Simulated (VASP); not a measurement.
A run of VASP 6.6.1:

The input INCAR:

```
SYSTEM = KTiB4
PREC = Accurate
ENCUT = 600
EDIFF = 1E-6
ISMEAR = 0
SIGMA = 0.1
LREAL = .False.
LASPH = .True.
NELM = 60
ALGO = Fast
ISIF = 3
LWAVE = .False.
LCHARG = .False.
GGA = PE
IBRION = 2
NSW = 90
EDIFFG = -0.04
```

Contents of KPOINTS:

```
regular mesh
0
Gamma
  6 6 4
  0 0 0
```

POSCAR

```
KTiB4
1.0
    3.1000000000      0.0000000000      0.0000000000
   -1.5500000000      2.6846787500      0.0000000000
    0.0000000000      0.0000000000      6.8719273800
K Ti B
1 1 4
Direct
    0.0000000000      0.0000000000      0.5000000000
    0.0000000000      0.0000000000      0.0000000000
    0.3333333300      0.6666666700      0.7671686700
    0.6666666700      0.3333333300      0.7671686700
    0.3333333300      0.6666666700      0.2328313300
    0.6666666700      0.3333333300      0.2328313300
```

Potentials or basis: VASP PAW PBE potentials, release 64 (K_sv, Ti_sv, B).

Launch:

```bash
$ cat potpaw_PBE.64/K_sv/POTCAR potpaw_PBE.64/Ti_sv/POTCAR potpaw_PBE.64/B/POTCAR > POTCAR
$ mpirun -np 1 vasp_std > vasp.out
```

Hardware: 1 thread of AMD EPYC 9R45 96-Core Processor (Zen 5) (shared host).

**Question.** Estimate the wall time of this run.

**Answer.** Run time: 7.9 min on 1 thread of AMD EPYC 9R45 96-Core Processor (Zen 5) (shared host), peak memory 0.2 GiB. Counts: scf iterations 414, k points 21, ion steps 12.
